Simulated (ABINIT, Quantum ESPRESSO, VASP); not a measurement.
One structure in several programs: RbP₂Ru₂ (I4/mmm, 5 atoms in the cell)

Self-consistent single point.

```
CELL_PARAMETERS angstrom
     -2.01581     2.01581     6.60592
      2.01581    -2.01581     6.60592
      2.01581     2.01581    -6.60592
ATOMIC_POSITIONS crystal
  Rb 0.00000 0.00000 0.00000
  P  0.33349 0.33349 0.00000
  P  0.66651 0.66651 0.00000
  Ru 0.75000 0.25000 0.50000
  Ru 0.25000 0.75000 0.50000
```

All programs got the same cell, k-point mesh and kind of occupations (in Quantum ESPRESSO's words: occupations = smearing; smearing = fermi-dirac; degauss = 0.0073499 Ry; K_POINTS = automatic 7 7 7 0 0 0); potentials, basis and cutoffs are each program's usual ones.

```json
[
 {"code": "Quantum ESPRESSO", "model": "LDA (PZ), GBRV 1.5 ultrasoft (LDA) pseudopotentials", "pressure (GPa)": "-4.03", "largest force (eV/Å)": "0.170", "cutoff": "40 Ry"},
 {"code": "ABINIT", "model": "LDA (PW92), PAW (JTH v2.0 LDA PAW)", "pressure (GPa)": "-3.95", "largest force (eV/Å)": "0.186", "cutoff": "571 eV"},
 {"code": "VASP", "model": "LDA (PZ), VASP's LDA PAW potentials (set 64)", "pressure (GPa)": "-4.25", "largest force (eV/Å)": "0.164", "cutoff": "300 eV"}
]
```

The spread over the programs that give each value: pressure within 0.30 GPa; largest force within 0.022 eV/Å.

The starting cell comes from a database of computed structures (which also holds hypothetical and non-ambient phases and stackings), without a prior relaxation at this level. On Quantum ESPRESSO's run: Spin polarisation is off; with an odd number of electrons in the cell that forces a metal, and a magnetic state may lie lower. In the base run, with a pressure of about -4 GPa the cell is away from its equilibrium volume at this level.

Problem. Why do the programs differ, and what cannot be compared?

Solution. Differences of this kind can come from the potentials, where these differ, and from what each basis and cutoff leave unconverged. The valence holds different numbers of electrons (Quantum ESPRESSO 51, ABINIT 51, VASP 47). The zero of total energies and Fermi levels follows the potentials and each program's conventions, so they are not compared here. The same LDA comes in different parametrisations, which differ slightly.

VASP's run is marked for a possible Pulay error in its stress at this cutoff; no cutoff test was made.

Left out of this page: Ansatz, GPAW, CP2K, FLEUR and SIESTA (not drawn, or without a comparable value).
